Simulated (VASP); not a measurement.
These are r2SCAN meta-GGA, VASP's PBE PAW potentials (set 64) (plane waves; VASP) values and carry that method's errors.

VASP ran on this input.

**POSCAR**
```
WC
1
    1.4550000000    -2.5201340000     0.0000000000
    1.4550000000     2.5201340000     0.0000000000
    0.0000000000     0.0000000000     2.8400000000
W C
1 1
Direct
  0.0000000000   0.0000000000   0.0000000000
  0.3333330000   0.6666670000   0.5000000000
```

INCAR:
```
LCHARG = .FALSE.
LREAL = .FALSE.   # projection in real space or not
LASPH = .TRUE.   # aspherical one-centre terms
SIGMA = 0.1   # width (eV)
ENCUT = 520   # plane-wave cut-off (eV)
IBRION = 2   # conjugate gradients
ISMEAR = 1   # Methfessel-Paxton
ALGO = Normal   # blocked Davidson
SYSTEM = WC
NELM = 100   # most electronic steps
ISIF = 3   # ions, shape and volume
EDIFF = 1E-6   # SCF stop (eV)
EDIFFG = -0.01
PREC = Accurate
NSW = 60   # most ionic steps
LWAVE = .FALSE.
LMAXMIX = 6   # l cut-off of mixed one-centre charges
METAGGA = R2SCAN
LMIXTAU = .TRUE.
```

### KPOINTS
```
Automatic mesh
0
Gamma
  13 13 12
0 0 0
```

POTCAR, in this order: W_sv C (PBE.64 set). Program: vasp_std.

Unless said otherwise, spin-orbit coupling is left out, though it shifts the bands of the heavy elements here.

Q: Estimate the energy per atom (σ→0), volume per atom, band gap (on the k-mesh).

A: 
The energy per atom (σ→0) is -30.806 eV/atom. The band gap (on the k-mesh) is none (metal, semimetal or under 0.01 eV) and the volume per atom comes out as 10.46 Å^3/atom.

OSZICAR:
```
...
DAV:   1    -0.616131566021E+02   -0.19750E-03   -0.54856E-03  3822   0.924E-01    0.820E-02
DAV:   2    -0.616130420384E+02    0.11456E-03   -0.27723E-04  4022   0.183E-01    0.348E-02
DAV:   3    -0.616130157657E+02    0.26273E-04   -0.43638E-05  4092   0.696E-02    0.119E-02
DAV:   4    -0.616130157278E+02    0.37870E-07   -0.10827E-05  4302   0.310E-02    0.320E-03
DAV:   5    -0.616130126134E+02    0.31144E-05   -0.21998E-06  3672   0.177E-02    0.291E-03
DAV:   6    -0.616130148203E+02   -0.22069E-05   -0.35916E-07  1911   0.694E-03    0.122E-03
DAV:   7    -0.616130141048E+02    0.71544E-06   -0.97737E-08  1911   0.379E-03
   5 F= -.61613014E+02 E0= -.61612919E+02  d E =-.381973E-04
```

The compound is WC in the wc structure. This run relaxes it. Symmetry was kept, so distortions that lower it aren't found.
